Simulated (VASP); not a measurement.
# SrO: exact exchange and RPA correlation, part 6 of 6

How do semilocal functionals compare with the RPA for SrO, and at what cost? The scan starts from a database cell scaled to its smallest volume. The cell is of the rock-salt type. The start is a cell from a database of measured crystal structures.

VASP 6.6.1, plane waves and PAW; the level of theory is named at each step.

So far. Step 31 (Exact exchange, volume ratio 1.06): The Hartree-Fock energy on these orbitals is -14.9373 eV an atom. Step 32 (Empty bands, volume ratio 1.06): WAVECAR now holds 816 bands for 16 electrons.

The database entry behind the starting cell differs from other determinations of this structure, so it need not match the best structure at room temperature.

**33. RPA correlation, volume ratio 1.06**

This step: RPA correlation on PBE orbitals; plane waves and PAW (Sr_sv_GW, O_GW) (VASP 6.6.1).

RPA correlation at this point.

File INCAR:

```
SYSTEM = SrO
PREC = Accurate
ENCUT = 460
ISMEAR = 0
SIGMA = 0.05
LREAL = .FALSE.
GGA = PE
NBANDS = 816
ALGO = ACFDT
ENCUTGW = 200
NOMEGA = 12
PRECFOCK = Fast
LWAVE = .FALSE.
LCHARG = .FALSE.
```

File POSCAR:

```
SrO
1.0
    0.0000000000      2.6166323862      2.6166323862
    2.6166323862      0.0000000000      2.6166323862
    2.6166323862      2.6166323862      0.0000000000
Sr O
1 1
Direct
    0.5000000000      0.5000000000      0.5000000000
    0.0000000000      0.0000000000      0.0000000000
```

File KPOINTS:

```
Automatic mesh
0
Gamma
4 4 4
0 0 0
```

Potentials, in the order of the species: Sr_sv_GW and O_GW (PBE family, release 64).

The run is started by

```
> mpirun -np 8 vasp_std
```

The log of the run:

```text
[banner, memory and clock lines left out]
running    8 mpi-ranks, on    1 nodes
[...]
[... a notice as in an earlier step ...]

 LDA part: xc-table for (Slater+PW92), standard interpolation
 found WAVECAR, reading the header
 POSCAR, INCAR and KPOINTS ok, starting setup
[...]
reading WAVECAR
 the WAVECAR file was read successfully
 initial charge from wavefunction
 available memory per node:     94.17 GB, setting MAXMEM to     96433

 The Fermi energy was updated, please check that it is located mid-gap
 values below the HOMO (VB) or above the LUMO (CB) will cause erroneous energies
 E-fermi :   4.5311

 the WAVEDER file was read successfully
 set NWRITE>2 for more details about minimax calculation
 number of imaginary grid points requested:      12
 number of distinct grids requested:  1
 quadrature errors minimized for energies in [ 0.333E+01, 0.484E+03 ]
 bosonic grid (T=0, re) determined with error: 0.6901E-08
 bosonic grid (re): 0.6901E-08
[...]
NQ=   2    0.2500    0.0000    0.0000,
|.........|.........|.........|.........
 performed       9928000 updates of chi_q(r,r)
 total number of BLAS operations       4801.72 Gflops
NQ=   3    0.5000    0.0000    0.0000,
|.........|.........|.........|.........
 performed      14892000 updates of chi_q(r,r)
 total number of BLAS operations       6866.25 Gflops
NQ=   4    0.2500    0.2500    0.0000,
|.........|.........|.........|.........
 performed      19856000 updates of chi_q(r,r)
 total number of BLAS operations       9040.88 Gflops
NQ=   5    0.5000    0.2500    0.0000,
|.........|.........|.........|.........
 performed      24820000 updates of chi_q(r,r)
 total number of BLAS operations      11160.10 Gflops
NQ=   6   -0.2500    0.2500    0.0000,
|.........|.........|.........|.........
 performed      29784000 updates of chi_q(r,r)
 total number of BLAS operations      13117.41 Gflops
NQ=   7    0.5000    0.5000    0.0000,
|.........|.........|.........|.........
 performed      34748000 updates of chi_q(r,r)
 total number of BLAS operations      15074.71 Gflops
NQ=   8   -0.2500    0.5000    0.2500,
|.........|.........|.........|.........
 performed      39712000 updates of chi_q(r,r)
 total number of BLAS operations      17067.44 Gflops
 entering main loop
```

It took 1.8 min on 8 MPI ranks of AMD EPYC 7R43, shared host; peak memory 1.7 GiB; 14 min of CPU time.

Parts of OUTCAR (step 33):

```text
      cutoff energy     smooth cutoff   RPA   correlation   Hartree contr. to MP2
---------------------------------------------------------------------------------
            200.000           160.000      -21.2405897163      -32.8756693316
            190.476           152.381      -20.9252076671      -32.4831916828
            181.406           145.125      -20.5973377928      -32.0701758515
            172.768           138.214      -20.2632154220      -31.6439642460
            164.541           131.632      -19.9175801420      -31.1973863972
            156.705           125.364      -19.5620454150      -30.7321566690
            149.243           119.394      -19.2015711400      -30.2537959092
            142.136           113.709      -18.8316550995      -29.7557444128
  linear regression

[... 2 parts as in an earlier step ...]

[... 2 further parts left out ...]
[key lines of the parts left out:]
E-fermi :   4.5311
```

The correlation energy is -12.392 eV an atom, +7 meV against the point before. With exact exchange the total is -27.3297 eV an atom.

**34. Comparison: r2SCAN, volume ratio 1.06**

This step: r2SCAN; plane waves and PAW (Sr_sv_GW, O_GW) (VASP 6.6.1).

The comparison at this point.

File INCAR:

```
SYSTEM = SrO
PREC = Accurate
ENCUT = 460
EDIFF = 1E-06
NELM = 100
ISMEAR = 0
SIGMA = 0.05
LREAL = .FALSE.
ALGO = Normal
METAGGA = R2SCAN
LASPH = .TRUE.
NBANDS = 14
LWAVE = .FALSE.
LCHARG = .FALSE.
KPAR = 8
```

POSCAR is that of step 33.

KPOINTS is that of step 33.

The run is started by

```
> mpirun -np 8 vasp_std
```

The log of the run:

```text
[... set-up lines as in an earlier step ...]
 entering main loop
       N       E                     dE             d eps       ncg     rms          rms(c)
DAV:   1     0.698041E+02    0.69804E+02   -0.72206E+03   232   0.970E+02
DAV:   2    -0.383792E+02   -0.10818E+03   -0.95696E+02   320   0.299E+02
DAV:   3    -0.427559E+02   -0.43767E+01   -0.43504E+01   318   0.528E+01
DAV:   4    -0.428043E+02   -0.48460E-01   -0.48453E-01   278   0.531E+00
[...]
DAV:  14    -0.317933E+02    0.31350E-04   -0.31629E-05   330   0.807E-02    0.144E-02
DAV:  15    -0.317933E+02    0.30361E-05   -0.90773E-06   322   0.377E-02    0.923E-03
DAV:  16    -0.317933E+02   -0.34370E-06   -0.53456E-07   112   0.890E-03
   1 F= -.31793338E+02 E0= -.31793338E+02  d E =-.218787E-18
```

Run time: 16 s. Hardware: 8 MPI ranks; peak memory 1.1 GiB.

OUTCAR, selected parts (step 34):

```text
  Total       -1.0347446     -1.0347446     -1.0347446     -0.0000000     -0.0000000      0.0000000
  in kB      -46.2685199    -46.2685199    -46.2685199     -0.0000000     -0.0000000      0.0000000
  external PRESSURE =     -46.2685199 kB  Pullay stress =       0.0000000 kB

 POSITION                                       TOTAL-FORCE (eV/Angst)
 -----------------------------------------------------------------------------------
      2.61663      2.61663      2.61663         0.000000     -0.000000      0.000000
      0.00000      0.00000      0.00000        -0.000000      0.000000     -0.000000
 -----------------------------------------------------------------------------------
    total drift:                                0.000000      0.000000      0.000000

  FREE ENERGIE OF THE ION-ELECTRON SYSTEM (eV)
  ---------------------------------------------------
  free  energy   TOTEN  =       -31.7933381296 eV

  energy  without entropy=      -31.7933381296  energy(sigma->0) =      -31.79333813

[... 2 parts as in an earlier step ...]

[... 1 further part left out ...]
[key lines of the parts left out:]
E-fermi :   2.8382
```

Its energy is -15.8967 eV an atom, on a zero of its own.

**35. Orbitals for comparison: HSE06, volume ratio 1.06**

This step: PBE; plane waves and PAW (Sr_sv_GW, O_GW) (VASP 6.6.1).

Starting orbitals, as before.

File INCAR:

```
SYSTEM = SrO
PREC = Accurate
ENCUT = 460
EDIFF = 1E-05
NELM = 100
ISMEAR = 0
SIGMA = 0.05
LREAL = .FALSE.
ALGO = Normal
GGA = PE
NBANDS = 14
LORBIT = 11
LWAVE = .TRUE.
LCHARG = .FALSE.
KPAR = 8
```

POSCAR is that of step 34.

KPOINTS is that of step 34.

The run is started by

```
> mpirun -np 8 vasp_std
```

The log of the run:

```text
[... set-up lines as in an earlier step ...]
 entering main loop
       N       E                     dE             d eps       ncg     rms          rms(c)
[... 12 cycles as in an earlier step ...]
DAV:  13    -0.168085E+02    0.10937E-05   -0.10317E-05   186   0.353E-02
   1 F= -.16808452E+02 E0= -.16808452E+02  d E =-.637924E-19
 writing wavefunctions
```

It took 3.6 s on 8 MPI ranks; peak memory 1.1 GiB; 23 s of CPU time.

From OUTCAR (step 35):

```text
  Total       -0.5892964     -0.5892964     -0.5892964      0.0000000      0.0000000     -0.0000000
  in kB      -26.3503399    -26.3503399    -26.3503399      0.0000000      0.0000000     -0.0000000
  external PRESSURE =     -26.3503399 kB  Pullay stress =       0.0000000 kB

 POSITION                                       TOTAL-FORCE (eV/Angst)
 -----------------------------------------------------------------------------------
      2.61663      2.61663      2.61663         0.000000      0.000000      0.000000
      0.00000      0.00000      0.00000        -0.000000     -0.000000      0.000000
 -----------------------------------------------------------------------------------
    total drift:                                0.000000      0.000000      0.000000

  FREE ENERGIE OF THE ION-ELECTRON SYSTEM (eV)
  ---------------------------------------------------
  free  energy   TOTEN  =       -16.8084523783 eV

  energy  without entropy=      -16.8084523783  energy(sigma->0) =      -16.80845238

[... 2 parts as in an earlier step ...]

[... 1 further part left out ...]
[key lines of the parts left out:]
E-fermi :   3.1734
```

The run ends at a pressure of -2.64 GPa.

**36. Comparison: HSE06, volume ratio 1.06**

This step: HSE06; plane waves and PAW (Sr_sv_GW, O_GW) (VASP 6.6.1).

The comparison at this point.

File INCAR:

```
SYSTEM = SrO
PREC = Accurate
ENCUT = 460
EDIFF = 1E-06
NELM = 100
ISMEAR = 0
SIGMA = 0.05
LREAL = .FALSE.
ALGO = Normal
LHFCALC = .TRUE.
AEXX = 0.25
GGA = PE
HFSCREEN = 0.2
LASPH = .TRUE.
NBANDS = 14
PRECFOCK = Fast
LWAVE = .FALSE.
LCHARG = .FALSE.
KPAR = 8
```

POSCAR is that of step 35.

KPOINTS is that of step 35.

The run starts from files that an earlier step left in the folder.

The run is started by

```
> mpirun -np 8 vasp_std
```

The log of the run:

```text
[... set-up lines as in an earlier step ...]
 entering main loop
       N       E                     dE             d eps       ncg     rms          rms(c)
DAV:   1    -0.195093E+02   -0.19509E+02   -0.23871E-01   224   0.739E+00    0.169E+00
DAV:   2    -0.195051E+02    0.41175E-02   -0.18811E-02   318   0.178E+00    0.512E-01
DAV:   3    -0.195045E+02    0.62882E-03   -0.32486E-03   266   0.480E-01    0.300E-01
DAV:   4    -0.195039E+02    0.59834E-03   -0.63545E-04   254   0.375E-01    0.146E-01
DAV:   5    -0.195038E+02    0.13388E-03   -0.25791E-04   272   0.206E-01    0.893E-02
DAV:   6    -0.195037E+02    0.49933E-04   -0.18677E-05   236   0.624E-02    0.541E-02
DAV:   7    -0.195037E+02    0.12293E-04   -0.10266E-05   304   0.361E-02    0.281E-02
DAV:   8    -0.195037E+02    0.30074E-05   -0.32581E-06   266   0.277E-02    0.167E-02
DAV:   9    -0.195037E+02    0.56216E-06   -0.11014E-06   166   0.165E-02
   1 F= -.19503713E+02 E0= -.19503713E+02  d E =-.195185E-15
```

Wall time 25 s (8 MPI ranks); peak memory 1.7 GiB; 3.2 min of CPU time.

Parts of OUTCAR (step 36):

```text
 POSITION                                       TOTAL-FORCE (eV/Angst)
 -----------------------------------------------------------------------------------
      2.61663      2.61663      2.61663        -0.000000      0.000000      0.000000
      0.00000      0.00000      0.00000         0.000000     -0.000000     -0.000000
 -----------------------------------------------------------------------------------
    total drift:                                0.000000     -0.000000     -0.000000

  FREE ENERGIE OF THE ION-ELECTRON SYSTEM (eV)
  ---------------------------------------------------
  free  energy   TOTEN  =       -19.5037126113 eV

  energy  without entropy=      -19.5037126113  energy(sigma->0) =      -19.50371261

[... 2 parts as in an earlier step ...]

[... 1 further part left out ...]
[key lines of the parts left out:]
E-fermi :   2.0675
```

Its energy is -9.7519 eV an atom, on a zero of its own.

**37. Summary**

This step: exact exchange and RPA correlation on PBE orbitals, beside r2SCAN, beside HSE06; plane waves and PAW (VASP 6.6.1).

This step runs nothing: it gathers the runs above.

This step gave:

| Quantity | Value |
| --- | --- |
| equilibrium volume, EXX+RPA | 17.21 Å³/atom |
| bulk modulus | 89.66 GPa |

Energy above the lowest point against volume; values in meV/atom:

```
volume (Å³/atom)   PBE    EXX  EXX+RPA  r2SCAN  HSE06
          15.887  48.8   64.9     34.4    30.4   28.3
          16.394  21.7   30.9     11.7    9.35   8.42
          16.901  6.19   10.2     1.10  0.0250      0
          17.408     0  0.582        0       0  0.726
          17.916  1.22      0     6.66    7.47   8.77
```

Cost is wall time times ranks on a shared host; the RPA row holds all its steps. Fits of the equation of state:

```
  level  V0 (Å³/atom)  B0 (GPa)  fit error (meV/atom)  minimum inside the series  cost a point (core minutes)
    PBE         17.57      75.1               9.96e-4                        yes                         0.57
    EXX         17.69     89.46              0.002478                        yes                         1.53
EXX+RPA         17.21     89.66               0.01632                        yes                        15.25
 r2SCAN         17.15     89.16               0.01191                        yes                         2.05
  HSE06          17.1      88.9              0.003427                        yes                         3.25
```

**38. Outcome**

```yaml
pbe: V0 17.57 Å³/atom, B0 75.1 GPa
exx: V0 17.69 Å³/atom, B0 89.5 GPa
exx_rpa: V0 17.21 Å³/atom, B0 89.7 GPa
r2scan: V0 17.15 Å³/atom, B0 89.2 GPa
hse06: V0 17.10 Å³/atom, B0 88.9 GPa
```

**Reading.** Exact exchange with RPA correlation puts the minimum at 17.21 Å³ an atom, with a bulk modulus of 89.7 GPa. PBE puts the volume 2.0 % above EXX+RPA, at roughly 1/27 of its cost. r2SCAN puts the volume 0.37 % below EXX+RPA, at roughly 1/7 of its cost. HSE06 puts the volume 0.63 % below EXX+RPA, at roughly 1/5 of its cost. Correlation shrinks the exact-exchange volume by 2.7 %. Neither mesh nor response cutoff was varied, so differences in volume under about 1 % aren't resolved. Exact exchange and correlation are taken on one coarse mesh and aren't self-consistent; the correlation energy is extrapolated in the response cutoff by the program, which at the first volume adds -1777 meV an atom to the value at the highest cutoff and varies with the volume; a small fit error says nothing about that part. NBANDS follows the largest plane-wave count of any k point, which rises in steps with the volume. The cheaper functionals share the mesh. Not tabulated here, as repeats of values shown or as unfit to read for their mesh, reference level or band range: eps2 curves (empty bands); eps1 curves and static values (empty bands); gaps (empty bands).

[Long decimals in the printed logs are rounded to 6 places.]

[Lines on the potential files, build, host, timing and source positions are cut from VASP's logs without a mark.]

[Logs are printed without paths, hosts, clocks, repeated set-up lines and the standing remarks that a program may print on its own settings, such as how far it seeks lower states.]

[Hosts, paths, dates, database ids (printed as entryN), source tags and the programs' standing remarks are cut or masked in the printed files.]

[Measured values are set beside computed ones only where the two were judged alike; some that the calculation misses by far are left out.]

[Pressures printed for these runs are not shown converged in the cutoff: they can be off by several GPa and have the wrong sign.]
